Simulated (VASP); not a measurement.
A run of VASP 6.6.1:

INCAR

```
SYSTEM = Mg12O
  PREC = Accurate
  ENCUT = 520
  EDIFF = 1E-7
  ISMEAR = -1
  SIGMA = 0.15
  LREAL = .FALSE.
  LASPH = .TRUE.
  NELM = 100
  ALGO = Normal
  ISIF = 2
  LWAVE = .FALSE.
  LCHARG = .TRUE.
  GGA = PE
  LELF = .TRUE.
  LVHAR = .TRUE.
  NBANDS = 27
```

File KPOINTS:

```
regular mesh
0
G
  3 2 3
  0 0 0
```

The input POSCAR:

```
Mg12O
1.0
    6.4200000000      0.0000000000      0.0000000000
   -4.8150000000      8.3398250000      0.0000000000
    0.0000000000      0.0000000000      5.2130400000
Mg O
12 1
Direct
    0.1512328277      0.0214153175     -0.0490884398
    0.2641772469      0.2112394445      0.5554340653
    0.0682845136      0.3104021967      0.1229225174
    0.1316002840      0.4903580111      0.5730437518
   -0.0717477856      0.6808056524      0.0281217869
    0.2308046808      0.8228589928      0.6149962402
    0.5243599857      0.0579628469      0.2431019137
    0.7667342049      0.1918865204      0.7043299111
    0.5295904923      0.3783532628      0.0889500176
    0.6304297339      0.6416321685      0.4802188358
    0.5018079618      0.7415383416     -0.0157681506
    0.7728709205      0.9329452357      0.4401846140
    0.1652620557      0.6126027824      0.8669797278
```

Potentials or basis: VASP PAW PBE potentials, release 64 (Mg, O).

The run is started by

```console
$ cat potpaw_PBE.64/Mg/POTCAR potpaw_PBE.64/O/POTCAR > POTCAR
$ mpirun -np 1 vasp_std > vasp.out
```

Hardware: 1 thread of Intel(R) Xeon(R) 6975P-C (Granite Rapids), on a shared host.

Q: How long does it take, and how much memory?

A: Wall time 55 s on 1 thread of Intel(R) Xeon(R) 6975P-C (Granite Rapids), with other jobs on the host, peak memory 0.37 GiB. Counts: scf iterations 16, k points 10.
